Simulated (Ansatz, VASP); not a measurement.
# Cross-check of Si2Mo between VASP and Ansatz, part 2 of 2

Aim: how closely do two programs agree when they are given the same cell, functional and k mesh? The cell is taken from a series of runs on this material, whose earlier steps may have relaxed, scaled, displaced or heated it; both programs get it as it stands.

VASP 6.6.1 and Ansatz 0.2.0.

So far: The starting structure; VASP: zone-centre phonons, PBEsol.

## 3. Ansatz: zone-centre phonons, PBEsol

Level of this step: Ansatz beside VASP: Kohn-Sham DFT, plane waves, PBEsol (Ansatz).

Ansatz runs on its PAW soft_1 files.

The same cell, functional, mesh and smearing now go to Ansatz, which takes its cutoff from its data sets.

Input file input.yaml:

```yaml
crystal:
  lattice:
    - [-1.5895400538, 1.5895400538, 3.8990317402]
    - [1.5895400538, -1.5895400538, 3.8990317402]
    - [1.5895400538, 1.5895400538, -3.8990317402]
  atoms:
    - { symbol: Si, position: [0.334948095, 0.334948095, 0.0] }
    - { symbol: Si, position: [0.665051905, 0.665051905, 0.0] }
    - { symbol: Mo, position: [0.0, 0.0, 0.0] }
kpoints:
  mp_grid: { grid: [20, 20, 20] }
hamiltonian:
  xc: pbesol
  pseudopotentials: { kind: paw, azcp: { folder: soft_1 }, xc_functional: pbe }
scf:
  occupations: { method: methfessel_paxton, width: 0.2 }
output:
  eigenvalues: true
phonons:
  method: dfpt
```

Command:

```sh
ansatz run input.yaml --threads 4 --pin off --max-ram 10240MiB --backend cpu --events-out ev --progress --plain --runs-dir out
```

Numbers of over 12 decimals in the logs are rounded to 6 here.

What it wrote:

```text
zone centre: on kpoints.mp_grid the ground state, and the responses unless they are solved on pairs of k-points, stand on 1166 of the mesh's 8000 k-points, reduced under 4 symmetry operations, with k and −k counted as one. Each operation leaves every solved displacement unchanged or reverses it
Engine: ansatz 0.2.0, x86_64-unknown-linux-gnu
Pseudopotentials: kind: paw
Pseudopotential: Si, paw, valence charge 4, recommended cutoff 420 eV (normal), soft_1/Si.paw.azcp
Pseudopotential: Mo, paw, valence charge 14, recommended cutoff 420 eV (normal), soft_1/Mo.paw.azcp
Functional definition: PBEsol
  exchange = pbesol_x
  correlation = pbesol_c
Crystal: 3 atoms, lattice volume = 39.406 Å³
Basis set: ecut = 420 eV, 769 PW (Γ), exchange–correlation on 64×64×64 points (8 copies of the dense FFT grid, shifted against one another)
Bands: 15, of which v1, the nominal top of the filled ones, is band 11 counted from 1 (10 counted from 0)
Symmetry: 16 space group operations
k-points: 1166 of 8000 (irreducible under 4 space group operations, time reversal used)
Non-local potential: Si, projectors of the file, l = 0: 2, l = 1: 2, l = 2: 1
Non-local potential: Mo, projectors of the file, l = 0: 3, l = 1: 2, l = 2: 2, l = 3: 1
PAW form: soft (Blöchl's): semilocal exchange-correlation on the pseudo side does not see the compensation charge
PAW frozen core: Si, regenerated for the run's functional, and the local potential with it (the file was generated under x = pbe(κ = 0.804, μ = 0.219515), c = pbe(β = 0.066725))
PAW frozen core: Mo, regenerated for the run's functional, and the local potential with it (the file was generated under x = pbe(κ = 0.804, μ = 0.219515), c = pbe(β = 0.066725))
PAW one-centre angular grid: Si, 110 points (default); XC on 64 Gauss nodes
PAW one-centre angular grid: Mo, 590 points (default); XC on 64 Gauss nodes
Initial density: superposition of atomic densities (chi_scale 0.1, normalization cell, long waves kept (reshape's long-wave potential 0.00 eV rms))
Initial wavefunctions: pseudopotential atomic-orbital guess
Functional: x = pbesol(κ = 0.804, μ = 0.123457), c = pbesol(β = 0.046)
SCF iter   1: F=—  HF=-6143.548918 eV  |F-HF|=—  |Δ(HF+E_count)|=         —  Δρ=9.34e-2  dr2=5.09e0  ethr=3.10e-3  ⟨swp⟩=5.3  Hψ=100729  notcnv=0
preconditioner: auto → Kerker (q_TF=auto, 2.476 Å⁻¹)  [metal: Δε(μ)=0.041 eV  Ē_g=8.251 eV  σ=0.200 eV  W_gap=0.17  n_scr=10 (ndim 8)  ℏωp=22.1 eV  f_vac=0.000  D(μ)=0.44/eV (n_scr^D=0)]
SCF iter   2: F=—  HF=-6142.373009 eV  |F-HF|=—  |Δ(HF+E_count)|=    1.18e0  S|Δr|=    0.00e0  Δρ=3.19e-2  dr2=2.98e-1  ethr=3.10e-3  ⟨swp⟩=2.2  Hψ=43346  notcnv=0
SCF iter   3: F=—  HF=-6142.312713 eV  |F-HF|=—  |Δ(HF+E_count)|=   6.03e-2  S|Δr|=    0.00e0  Δρ=1.47e-2  dr2=6.33e-2  ethr=1.35e-3  ⟨swp⟩=2.1  Hψ=25029  notcnv=0
SCF iter   4: F=—  HF=-6142.298063 eV  |F-HF|=—  |Δ(HF+E_count)|=   1.47e-2  S|Δr|=    0.00e0  Δρ=2.57e-3  dr2=2.83e-3  ethr=2.88e-4  ⟨swp⟩=2.5  Hψ=25500  notcnv=0
SCF iter   5: F=—  HF=-6142.297265 eV  |F-HF|=—  |Δ(HF+E_count)|=   7.98e-4  S|Δr|=    0.00e0  Δρ=3.32e-4  dr2=7.66e-5  ethr=1.28e-5  ⟨swp⟩=2.8  Hψ=28821  notcnv=0
SCF iter   6: F=—  HF=-6142.297249 eV  |F-HF|=—  |Δ(HF+E_count)|=   1.58e-5  S|Δr|=    0.00e0  Δρ=3.25e-5  dr2=6.18e-7  ethr=3.48e-7  ⟨swp⟩=2.3  Hψ=22674  notcnv=0
SCF iter   7: F=—  HF=-6142.297250 eV  |F-HF|=—  |Δ(HF+E_count)|=   4.39e-7  S|Δr|=    0.00e0  Δρ=4.74e-6  dr2=8.96e-9  ethr=2.81e-9  ⟨swp⟩=2.3  Hψ=24689  notcnv=0
SCF iter   8: F=—  HF=-6142.297250 eV  |F-HF|=—  |Δ(HF+E_count)|=   1.19e-9  S|Δr|=    0.00e0  Δρ=7.27e-7  dr2=1.64e-10  ethr=4.07e-11  ⟨swp⟩=2.5  Hψ=30091  notcnv=0
SCF iter   9: F=-6142.297250 eV  HF=-6142.297250 eV  |F-HF|=2.73e-12  |Δ(HF+E_count)|=  4.00e-11  S|Δr|=    0.00e0  Δρ=1.18e-7  dr2=4.82e-12  ethr=1.00e-12  ⟨swp⟩=5.5  Hψ=76998  notcnv=0
the search or the solves at the SCF's close seem to have found levels that the self-consistency loop had missed (the run counts 3). By its estimate they hold under 1e-12 electrons; where the run keeps them, the occupations were computed again with them
SCF 1 converged in 9 iterations: F = -6142.297250 eV  dr2 = 4.82e-12
  greatest PAW one-centre occupation: 0.999 electrons in one spin orbital (limit 2), on the Mo atom at site 2 (counted from 0), in its partial waves of l = 0
DFPT response loops at Γ: preconditioner auto → Kerker (q_TF=auto, 2.476 Å⁻¹) (partly filled bands, converged f_vac=0.000); β = 1.00, the filter's whole step (`scf.mixing.beta` (0.50) is not read by the response loops under this deck's `scf.mixing.preconditioner`; to damp them name `kerker` or `kerker_dos`, under which they read `scf.mixing.beta`, and type it under 1.00, their step now; both keys bind the ground state too); Broyden in place of MSR1
SCF converged after 9 iterations
Stability not checked: this state was not tested for a lower state beside it, because cold or Methfessel-Paxton smearing, or corrected tetrahedra, fill the levels in a way that the test cannot read (fill_not_monotonic; see scf.lower_state_search)
Free energy (F): -6142.297250 eV
Harris-Foulkes:  -6142.297250 eV  (|F-HF|=2.73e-12)
Internal energy: -6142.297826 eV  (E = F + TS)
E sigma→0 (E₀):  -6142.297394 eV
Entropy (-TS):   0.000577 eV (0.192 meV/atom)
Fermi energy:    16.244168 eV
--- Per-component energies (eV) ---
  E_band       = -40.766320
  E_kinetic    = 514.065037
  E_local      = -1117.742304  (includes V_loc(G=0)·N_el)
  E_nonlocal   = 194.915290
  E_hartree    = 427.118411
  E_xc         = -292.329731
  E_vxc        = -321.839045  (∫ρ·V_xc dr)
  E_paw        = -4150.074467  (= ΣΔE_a)
  E_vpaw       = -164.402234  (= ΣTr[D̂ρ^β])
  E_aug_tail   = 0.000133  (compensation charges beyond the density's cutoff)
  E_ewald      = -1718.522616
  E_core_change = 0.272421  (= ΣΔE_core)
  E_smearing   = 0.000577  (= −TS)
  E_closure    = 0.000000  (closes the sum)
  Σ components = -6142.297250   (vs F -6142.297250, Δ=0.00e0)
--- Band table (eV; the first three rows and the last of 1166) ---
  k-point 0: bands = [... 7 lower, 13.0684, 13.5835, 13.5835, 16.6450, 19.3542, 19.5458, 19.8488, 19.8488]
  k-point 1: bands = [... 7 lower, 13.0923, 13.3720, 13.9677, 16.3321, 19.2649, 19.5372, 19.7319, 19.8891]
  k-point 2: bands = [... 7 lower, 12.8462, 13.1660, 14.5135, 15.5587, 18.8207, 19.6547, 19.8670, 19.9899]
  k-point 1165: bands = [... 7 lower, 13.9875, 15.6561, 15.6561, 15.7940, 15.7940, 16.7835, 21.0466, 21.6193]
--- Phonons (Γ-DFPT): 4 representative perturbations + reference, on 1166 of 8000 k-points (Σ response iterations 12) ---
  k mesh reduced under 4 symmetry operations, with k and −k counted as one. Each operation leaves every solved displacement unchanged or reverses it
  ASR residual: 3.424e-5 → 0.000e0 eV/Å²; symmetrization residual: 2.674e-6 eV/Å²
  ASR residual per site (eV/Å²): 3.42e-5 3.42e-5 1.58e-5
  Γ frequencies (cm⁻¹): 0.00 0.00 0.00 283.63 283.63 325.12 339.53 339.53 443.55
  non-analytic LO–TO correction: not included (Born effective charges unavailable; polar crystals: no LO–TO splitting at Γ)
```

Reading the cycles: dr2 is the Hartree energy of the density residual (eV), the measure of convergence; HF is the Harris–Foulkes estimate of the energy, which meets the free energy F at convergence.

## 4. Differences

Known differences besides the potentials themselves: the cutoff is 420 eV in Ansatz and 500 eV in VASP; Ansatz makes its cores anew for this functional, VASP keeps those of its PBE data sets. Total energies have different zeros and are not compared.

Compared:

| quantity | Ansatz | VASP | difference |
| --- | --- | --- | --- |
| optical mode 1 to 2 (cm⁻¹) | 283.6 | 284.9 | -0.45 % |
| optical mode 3 (cm⁻¹) | 325.1 | 326.5 | -0.42 % |
| optical mode 4 to 5 (cm⁻¹) | 339.5 | 340.4 | -0.24 % |
| optical mode 6 (cm⁻¹) | 443.6 | 444.1 | -0.12 % |

Modes are paired by rising frequency, not by their patterns, so a pair may set unlike modes beside each other; they are those without the splitting of longitudinal modes.

## 5. What came out

```yaml
r_m_s_difference_of_the_optical_zone_centre_modes_each_program_s_sorted_by_frequency_zone_centre_phonons_pbesol: 1.1 cm⁻¹
```

The r.m.s. difference of the optical zone-centre modes, each program's sorted by frequency is 1.1 cm⁻¹ (zone-centre phonons, PBEsol). How closely two codes agree says nothing of how well the functional describes the real material.

[Lines on the potential files, build, host, timing and source positions are cut from VASP's logs without a mark.]

[Logs are printed without paths, hosts, clocks, repeated set-up lines and the standing remarks that a program may print on its own settings, such as how far it seeks lower states.]

[Hosts, paths, dates, database ids (printed as entryN), source tags and the programs' standing remarks are cut or masked in the printed files.]
